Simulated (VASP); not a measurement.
OSZICAR of a VASP run on Si$_{2}$W (space group I4/mmm):

### OSZICAR
```
       N       E                     dE             d eps       ncg     rms          rms(c)
DAV:   1     0.106082397826E+03    0.10608E+03   -0.96533E+03  8640   0.123E+03
DAV:   2    -0.241386824112E+02   -0.13022E+03   -0.12888E+03 10019   0.319E+02
DAV:   3    -0.274911642994E+02   -0.33525E+01   -0.33281E+01 11461   0.463E+01
DAV:   4    -0.275145592987E+02   -0.23395E-01   -0.23510E-01 10047   0.444E+00
DAV:   5    -0.275148584422E+02   -0.29914E-03   -0.30081E-03 11517   0.483E-01    0.264E+01
DAV:   6    -0.267606548722E+02    0.75420E+00   -0.41228E+00 10418   0.153E+01    0.933E+00
DAV:   7    -0.266646392580E+02    0.96016E-01   -0.26987E-01  9739   0.309E+00    0.455E+00
DAV:   8    -0.266401864308E+02    0.24453E-01   -0.45882E-02 11244   0.182E+00    0.298E-01
DAV:   9    -0.266395801859E+02    0.60624E-03   -0.12009E-03 10264   0.282E-01    0.169E-01
DAV:  10    -0.266394496778E+02    0.13051E-03   -0.31064E-04 10656   0.178E-01    0.390E-02
DAV:  11    -0.266394444030E+02    0.52748E-05   -0.34818E-05 11027   0.480E-02    0.151E-02
DAV:  12    -0.266394457213E+02   -0.13183E-05   -0.13988E-06 10453   0.834E-03    0.385E-03
DAV:  13    -0.266394448043E+02    0.91701E-06   -0.35183E-07  9780   0.591E-03    0.599E-04
DAV:  14    -0.266394447330E+02    0.71298E-07   -0.11812E-08  5069   0.114E-03
   1 F= -.26639445E+02 E0= -.26639445E+02  d E =0.000000E+00
```

Task: Which electronic solver shows in the log?

Result: It is blocked Davidson (ALGO = Normal, or the opening steps of other solvers). The INCAR had ALGO = Normal.

Task: Can the final energy be trusted as converged?

Result: The calculation finished and met its thresholds. It stopped with EDIFF = 1E-7, NELM = 100 (PBEsol GGA, plane waves, VASP's PBE PAW potentials (set 64)).

The structure comes from a measured Si2W entry (I4/mmm) of the Crystallography Open Database, whose conditions weren't checked. It was relaxed first.
